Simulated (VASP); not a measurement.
# How k-mesh and smearing change a VASP run on LaSi3Ir, part 3 of 4

Aim: find what the k-mesh and smearing change for LaSi3Ir, and what they cost. The series runs use r2SCAN. The start is a cell from a database of measured crystal structures.

VASP 6.6.1; r2SCAN; plane waves and PAW (La, Si, Ir).

So far. Step 13 (Smearing: ISMEAR = -1, SIGMA = 0.2): Against the run before the energy at zero width moves by +0.62 meV an atom and the pressure by +0.06 GPa, after 19 cycles in 53 s. The entropy term T·S comes to 39.88 meV an atom in size.

## (14) Smearing: ISMEAR = -1, SIGMA = 0.5

Input file INCAR:

```
SYSTEM = LaSi3Ir
PREC = Accurate
ENCUT = 400
EDIFF = 1E-06
NELM = 100
ISMEAR = -1
SIGMA = 0.5
LREAL = .FALSE.
ALGO = Normal
METAGGA = R2SCAN
LASPH = .TRUE.
NBANDS = 22
LORBIT = 11
LWAVE = .FALSE.
LCHARG = .FALSE.
KPAR = 4
ISIF = 2
```

Input file POSCAR:

```
LaSi3Ir
1.0
    0.0000000000     -4.2780000000      0.0000000000
   -4.2780000000      0.0000000000      0.0000000000
    2.1390000000     -2.1390000000     -4.9150000000
La Si Ir
1 3 1
Direct
    0.0000000000      0.0000000000      0.0000000000
    0.7615000000      0.7385000000      0.4770000000
    0.2615000000      0.2385000000      0.4770000000
    0.4112000000      0.5888000000      0.1776000000
    0.6553000000      0.3447000000      0.6894000000
```

Input file KPOINTS:

```
Automatic mesh
0
Gamma
7 7 7
0 0 0
```

Potentials, in the order of the species: La, Si and Ir (PBE family, release 64).

The run is started by

```sh
mpirun -np 4 vasp_std
```

Output:

```text
[... set-up lines as in an earlier step ...]
 entering main loop
       N       E                     dE             d eps       ncg     rms          rms(c)
DAV:   1     0.138045009854E+03    0.13805E+03   -0.10519E+04  1776   0.150E+03
DAV:   2    -0.742540217225E+02   -0.21230E+03   -0.19424E+03  2086   0.295E+02
DAV:   3    -0.117735962126E+03   -0.43482E+02   -0.39717E+02  2544   0.124E+02
DAV:   4    -0.121054025942E+03   -0.33181E+01   -0.30484E+01  3212   0.357E+01
[...]
DAV:  19    -0.113607141549E+03   -0.13783E-05   -0.13947E-05  1492   0.521E-03    0.220E-04
DAV:  20    -0.113607142575E+03   -0.10267E-05   -0.10330E-05  1474   0.455E-03    0.185E-04
DAV:  21    -0.113607143322E+03   -0.74664E-06   -0.77419E-06  1462   0.406E-03
   1 F= -.11360714E+03 E0= -.11285304E+03  d E =-.150820E+01
```

Elapsed: 55 s, on 4 MPI ranks of Intel Xeon Platinum 8488C (Sapphire Rapids), shared host; peak memory 0.89 GiB.

From OUTCAR (step 14):

```text
  Total        1.5328474      1.5328474      0.9944753      0.0000000      0.0000000      0.0000000
  in kB       27.3026267     27.3026267     17.7133007      0.0000000      0.0000000      0.0000000
  external PRESSURE =      24.1061847 kB  Pullay stress =       0.0000000 kB

 POSITION                                       TOTAL-FORCE (eV/Angst)
 -----------------------------------------------------------------------------------
      0.00000      0.00000      0.00000        -0.000000      0.000000      0.033328
     -2.13900     -4.27800     -2.34445         0.000000     -0.000000      0.189739
     -0.00000     -2.13900     -2.34445         0.000000     -0.000000      0.189739
     -2.13900     -2.13900     -0.87290        -0.000000      0.000000     -0.088936
     -0.00000     -4.27800     -3.38840         0.000000     -0.000000     -0.323870
 -----------------------------------------------------------------------------------
    total drift:                               -0.000402      0.000402     -0.001679

  FREE ENERGIE OF THE ION-ELECTRON SYSTEM (eV)
  ---------------------------------------------------
  free  energy   TOTEN  =      -113.6071433221 eV

  energy  without entropy=     -112.0989408782  energy(sigma->0) =     -112.85304210

[... 2 parts as in an earlier step ...]

[... 1 further part left out ...]
[key lines of the parts left out:]
E-fermi :   9.6007
```

Against the run before the energy at zero width moves by +15.15 meV an atom and the pressure by +0.98 GPa, after 21 cycles in 55 s. The entropy term T·S comes to 301.64 meV an atom in size.

## (15) Smearing: ISMEAR = 1, SIGMA = 0.01

Edit INCAR of step 14 so:

```diff
@@ -5,4 +5,4 @@
 NELM = 100
-ISMEAR = -1
-SIGMA = 0.5
+ISMEAR = 1
+SIGMA = 0.01
 LREAL = .FALSE.
```

POSCAR is that of step 14.

KPOINTS is that of step 14.

The run is started by

```sh
mpirun -np 4 vasp_std
```

Output:

```text
[... set-up lines as in an earlier step ...]
 entering main loop
       N       E                     dE             d eps       ncg     rms          rms(c)
DAV:   1     0.139552178949E+03    0.13955E+03   -0.10519E+04  1776   0.150E+03
DAV:   2    -0.720249866360E+02   -0.21158E+03   -0.19057E+03  2086   0.293E+02
DAV:   3    -0.117277512778E+03   -0.45253E+02   -0.42281E+02  2544   0.122E+02
DAV:   4    -0.120364756970E+03   -0.30872E+01   -0.29496E+01  3212   0.358E+01
[...]
DAV:  25    -0.112932886043E+03   -0.17866E-04   -0.11309E-04  2544   0.962E-02    0.129E-02
DAV:  26    -0.112932869000E+03    0.17043E-04   -0.11694E-04  2632   0.102E-01    0.101E-03
DAV:  27    -0.112932868941E+03    0.58712E-07   -0.70022E-06  2674   0.139E-02
   1 F= -.11293287E+03 E0= -.11293286E+03  d E =-.243705E-04
```

It took 74 s on 4 MPI ranks; peak memory 0.89 GiB.

OUTCAR, selected parts (step 15):

```text
  Total        0.7673810      0.7673810      0.6659842      0.0000000      0.0000000      0.0000000
  in kB       13.6683640     13.6683640     11.8623150      0.0000000      0.0000000      0.0000000
  external PRESSURE =      13.0663476 kB  Pullay stress =       0.0000000 kB

 POSITION                                       TOTAL-FORCE (eV/Angst)
 -----------------------------------------------------------------------------------
      0.00000      0.00000      0.00000        -0.000000      0.000000     -0.166134
     -2.13900     -4.27800     -2.34445         0.000000     -0.000000      0.224864
     -0.00000     -2.13900     -2.34445         0.000000     -0.000000      0.224864
     -2.13900     -2.13900     -0.87290        -0.000000      0.000000      0.093597
     -0.00000     -4.27800     -3.38840        -0.000000      0.000000     -0.377191
 -----------------------------------------------------------------------------------
    total drift:                               -0.000438      0.000438     -0.001458

  FREE ENERGIE OF THE ION-ELECTRON SYSTEM (eV)
  ---------------------------------------------------
  free  energy   TOTEN  =      -112.9328689413 eV

  energy  without entropy=     -112.9328445707  energy(sigma->0) =     -112.93286082

[... 2 parts as in an earlier step ...]

[... 1 further part left out ...]
[key lines of the parts left out:]
E-fermi :   9.5217
```

Against the first of the series the energy at zero width moves by +0.01 meV an atom and the pressure by +0.01 GPa, after 27 cycles in 74 s. The entropy term T·S comes to 0.00 meV an atom in size.

## (16) Smearing: ISMEAR = 1, SIGMA = 0.05

Edit INCAR of step 15 so:

```diff
@@ -6,3 +6,3 @@
 ISMEAR = 1
-SIGMA = 0.01
+SIGMA = 0.05
 LREAL = .FALSE.
```

POSCAR is that of step 15.

KPOINTS is that of step 15.

The run is started by

```sh
mpirun -np 4 vasp_std
```

Output:

```text
[... set-up lines as in an earlier step ...]
 entering main loop
       N       E                     dE             d eps       ncg     rms          rms(c)
DAV:   1     0.139552315442E+03    0.13955E+03   -0.10519E+04  1776   0.150E+03
DAV:   2    -0.720254560056E+02   -0.21158E+03   -0.19057E+03  2086   0.293E+02
DAV:   3    -0.117277670666E+03   -0.45252E+02   -0.42246E+02  2544   0.122E+02
DAV:   4    -0.120364789983E+03   -0.30871E+01   -0.29499E+01  3212   0.358E+01
[...]
DAV:  23    -0.112932765706E+03   -0.24194E-05   -0.19894E-06  2264   0.151E-02    0.909E-03
DAV:  24    -0.112932729575E+03    0.36131E-04   -0.29422E-05  2576   0.512E-02    0.241E-03
DAV:  25    -0.112932730551E+03   -0.97573E-06   -0.47872E-06  2434   0.195E-02
   1 F= -.11293273E+03 E0= -.11293287E+03  d E =0.420073E-03
```

Elapsed: 68 s, on 4 MPI ranks; peak memory 0.88 GiB.

OUTCAR, selected parts (step 16):

```text
  Total        0.7672972      0.7672972      0.6682528      0.0000000      0.0000000      0.0000000
  in kB       13.6668721     13.6668721     11.9027222      0.0000000      0.0000000      0.0000000
  external PRESSURE =      13.0788221 kB  Pullay stress =       0.0000000 kB

 POSITION                                       TOTAL-FORCE (eV/Angst)
 -----------------------------------------------------------------------------------
      0.00000      0.00000      0.00000        -0.000000      0.000000     -0.171508
     -2.13900     -4.27800     -2.34445         0.000000      0.000000      0.226784
     -0.00000     -2.13900     -2.34445        -0.000000     -0.000000      0.226784
     -2.13900     -2.13900     -0.87290         0.000000     -0.000000      0.092587
     -0.00000     -4.27800     -3.38840         0.000000     -0.000000     -0.374647
 -----------------------------------------------------------------------------------
    total drift:                               -0.000703      0.000703     -0.003607

  FREE ENERGIE OF THE ION-ELECTRON SYSTEM (eV)
  ---------------------------------------------------
  free  energy   TOTEN  =      -112.9327305511 eV

  energy  without entropy=     -112.9331506244  energy(sigma->0) =     -112.93287058

[... 2 parts as in an earlier step ...]

[... 1 further part left out ...]
[key lines of the parts left out:]
E-fermi :   9.5374
```

Against the run before the energy at zero width stays within 0.01 meV an atom and the pressure within 0.01 GPa, after 25 cycles in 68 s. The entropy term T·S comes to 0.08 meV an atom in size.

## (17) Smearing: ISMEAR = 1, SIGMA = 0.1

Edit INCAR of step 16 so:

```diff
@@ -6,3 +6,3 @@
 ISMEAR = 1
-SIGMA = 0.05
+SIGMA = 0.1
 LREAL = .FALSE.
```

POSCAR is that of step 16.

KPOINTS is that of step 16.

The run is started by

```sh
mpirun -np 4 vasp_std
```

Output:

```text
[... set-up lines as in an earlier step ...]
 entering main loop
       N       E                     dE             d eps       ncg     rms          rms(c)
DAV:   1     0.139552710886E+03    0.13955E+03   -0.10519E+04  1776   0.150E+03
DAV:   2    -0.720255585118E+02   -0.21158E+03   -0.19052E+03  2086   0.293E+02
DAV:   3    -0.117278032956E+03   -0.45252E+02   -0.42204E+02  2544   0.122E+02
DAV:   4    -0.120364202944E+03   -0.30862E+01   -0.29492E+01  3212   0.357E+01
[...]
DAV:  19    -0.112932163928E+03    0.60819E-05   -0.81865E-06  2704   0.217E-02    0.254E-02
DAV:  20    -0.112932167446E+03   -0.35173E-05   -0.17975E-06  2148   0.130E-02    0.210E-02
DAV:  21    -0.112932166485E+03    0.96025E-06   -0.19395E-07  1480   0.596E-03
   1 F= -.11293217E+03 E0= -.11293249E+03  d E =0.967029E-03
```

Wall time 63 s (4 MPI ranks); peak memory 0.89 GiB; 3.9 min of CPU time.

Parts of OUTCAR (step 17):

```text
  Total        0.7543880      0.7543880      0.6333375      0.0000000      0.0000000      0.0000000
  in kB       13.4369368     13.4369368     11.2808217      0.0000000      0.0000000      0.0000000
  external PRESSURE =      12.7182318 kB  Pullay stress =       0.0000000 kB

 POSITION                                       TOTAL-FORCE (eV/Angst)
 -----------------------------------------------------------------------------------
      0.00000      0.00000      0.00000        -0.000000      0.000000     -0.173712
     -2.13900     -4.27800     -2.34445        -0.000000      0.000000      0.223883
     -0.00000     -2.13900     -2.34445        -0.000000      0.000000      0.223883
     -2.13900     -2.13900     -0.87290         0.000000     -0.000000      0.100588
     -0.00000     -4.27800     -3.38840        -0.000000      0.000000     -0.374642
 -----------------------------------------------------------------------------------
    total drift:                                0.000343     -0.000343     -0.007679

  FREE ENERGIE OF THE ION-ELECTRON SYSTEM (eV)
  ---------------------------------------------------
  free  energy   TOTEN  =      -112.9321664853 eV

  energy  without entropy=     -112.9331335146  energy(sigma->0) =     -112.93248883

[... 2 parts as in an earlier step ...]

[... 1 further part left out ...]
[key lines of the parts left out:]
E-fermi :   9.5487
```

Against the run before the energy at zero width moves by +0.08 meV an atom and the pressure by -0.04 GPa, after 21 cycles in 63 s. The entropy term T·S comes to 0.19 meV an atom in size.

## (18) Smearing: ISMEAR = 1, SIGMA = 0.2

Edit INCAR of step 17 so:

```diff
@@ -6,3 +6,3 @@
 ISMEAR = 1
-SIGMA = 0.1
+SIGMA = 0.2
 LREAL = .FALSE.
```

POSCAR is that of step 17.

KPOINTS is that of step 17.

The run is started by

```sh
mpirun -np 4 vasp_std
```

Output:

```text
[... set-up lines as in an earlier step ...]
 entering main loop
       N       E                     dE             d eps       ncg     rms          rms(c)
DAV:   1     0.139552411743E+03    0.13955E+03   -0.10519E+04  1776   0.150E+03
DAV:   2    -0.720283503085E+02   -0.21158E+03   -0.19054E+03  2086   0.293E+02
DAV:   3    -0.117279045485E+03   -0.45251E+02   -0.42115E+02  2544   0.122E+02
DAV:   4    -0.120363097956E+03   -0.30841E+01   -0.29476E+01  3212   0.357E+01
[...]
DAV:  18    -0.112932249727E+03    0.24366E-05   -0.59358E-06  2520   0.163E-02    0.173E-02
DAV:  19    -0.112932246159E+03    0.35684E-05   -0.36615E-06  2384   0.160E-02    0.217E-02
DAV:  20    -0.112932246006E+03    0.15252E-06   -0.31181E-07  1522   0.612E-03
   1 F= -.11293225E+03 E0= -.11293208E+03  d E =-.504511E-03
```

Elapsed: 65 s, on 4 MPI ranks; peak memory 0.88 GiB.

OUTCAR, selected parts (step 18):

```text
  Total        0.7800011      0.7800011      0.6146017      0.0000000      0.0000000     -0.0000000
  in kB       13.8931488     13.8931488     10.9471048      0.0000000      0.0000000     -0.0000000
  external PRESSURE =      12.9111341 kB  Pullay stress =       0.0000000 kB

 POSITION                                       TOTAL-FORCE (eV/Angst)
 -----------------------------------------------------------------------------------
      0.00000      0.00000      0.00000        -0.000000      0.000000     -0.159498
     -2.13900     -4.27800     -2.34445         0.000000     -0.000000      0.206414
     -0.00000     -2.13900     -2.34445         0.000000     -0.000000      0.206414
     -2.13900     -2.13900     -0.87290         0.000000      0.000000      0.118468
     -0.00000     -4.27800     -3.38840         0.000000      0.000000     -0.371797
 -----------------------------------------------------------------------------------
    total drift:                                0.000701     -0.000701     -0.007541

  FREE ENERGIE OF THE ION-ELECTRON SYSTEM (eV)
  ---------------------------------------------------
  free  energy   TOTEN  =      -112.9322460061 eV

  energy  without entropy=     -112.9317414946  energy(sigma->0) =     -112.93207784

[... 2 parts as in an earlier step ...]

[... 1 further part left out ...]
[key lines of the parts left out:]
E-fermi :   9.5660
```

Against the run before the energy at zero width moves by +0.08 meV an atom and the pressure by +0.02 GPa, after 20 cycles in 65 s. The entropy term T·S comes to 0.10 meV an atom in size.

## (19) Smearing: ISMEAR = 1, SIGMA = 0.5

Edit INCAR of step 18 so:

```diff
@@ -6,3 +6,3 @@
 ISMEAR = 1
-SIGMA = 0.2
+SIGMA = 0.5
 LREAL = .FALSE.
```

POSCAR is that of step 18.

KPOINTS is that of step 18.

The run is started by

```sh
mpirun -np 4 vasp_std
```

Output:

```text
[... set-up lines as in an earlier step ...]
 entering main loop
       N       E                     dE             d eps       ncg     rms          rms(c)
DAV:   1     0.139556880167E+03    0.13956E+03   -0.10519E+04  1776   0.150E+03
DAV:   2    -0.720776873687E+02   -0.21163E+03   -0.19075E+03  2086   0.293E+02
DAV:   3    -0.117278945707E+03   -0.45201E+02   -0.41702E+02  2544   0.122E+02
DAV:   4    -0.120352736610E+03   -0.30738E+01   -0.29468E+01  3212   0.357E+01
[...]
DAV:  19    -0.112928625739E+03   -0.19632E-05   -0.34193E-06  2368   0.156E-02    0.907E-03
DAV:  20    -0.112928622191E+03    0.35479E-05   -0.58808E-06  2078   0.223E-02    0.677E-03
DAV:  21    -0.112928622032E+03    0.15933E-06   -0.40837E-07  1564   0.515E-03
   1 F= -.11292862E+03 E0= -.11292959E+03  d E =0.290477E-02
```

It took 68 s on 4 MPI ranks; peak memory 0.88 GiB.

Parts of OUTCAR (step 19):

```text
  Total        0.8486155      0.8486155      0.5620060      0.0000000      0.0000000      0.0000000
  in kB       15.1152884     15.1152884     10.0102860      0.0000000      0.0000000      0.0000000
  external PRESSURE =      13.4136209 kB  Pullay stress =       0.0000000 kB

 POSITION                                       TOTAL-FORCE (eV/Angst)
 -----------------------------------------------------------------------------------
      0.00000      0.00000      0.00000        -0.000000      0.000000     -0.122971
     -2.13900     -4.27800     -2.34445         0.000000      0.000000      0.178390
     -0.00000     -2.13900     -2.34445        -0.000000     -0.000000      0.178390
     -2.13900     -2.13900     -0.87290        -0.000000      0.000000      0.122251
     -0.00000     -4.27800     -3.38840         0.000000     -0.000000     -0.356060
 -----------------------------------------------------------------------------------
    total drift:                               -0.000507      0.000507     -0.000866

  FREE ENERGIE OF THE ION-ELECTRON SYSTEM (eV)
  ---------------------------------------------------
  free  energy   TOTEN  =      -112.9286220319 eV

  energy  without entropy=     -112.9315267990  energy(sigma->0) =     -112.92959029

[... 2 parts as in an earlier step ...]

[... 1 further part left out ...]
[key lines of the parts left out:]
E-fermi :   9.5882
```

Against the run before the energy at zero width moves by +0.50 meV an atom and the pressure by +0.05 GPa, after 21 cycles in 68 s. The entropy term T·S comes to 0.58 meV an atom in size.

(Part 3 of 4 ends here.)

[Lines on the potential files, build, host, timing and source positions are cut from VASP's logs without a mark.]

[Logs are printed without paths, hosts, clocks, repeated set-up lines and the standing remarks that a program may print on its own settings, such as how far it seeks lower states.]

[Hosts, paths, dates, database ids (printed as entryN), source tags and the programs' standing remarks are cut or masked in the printed files.]

[A measured line is paired with the nearest computed mode of its activity, which favours agreement.]
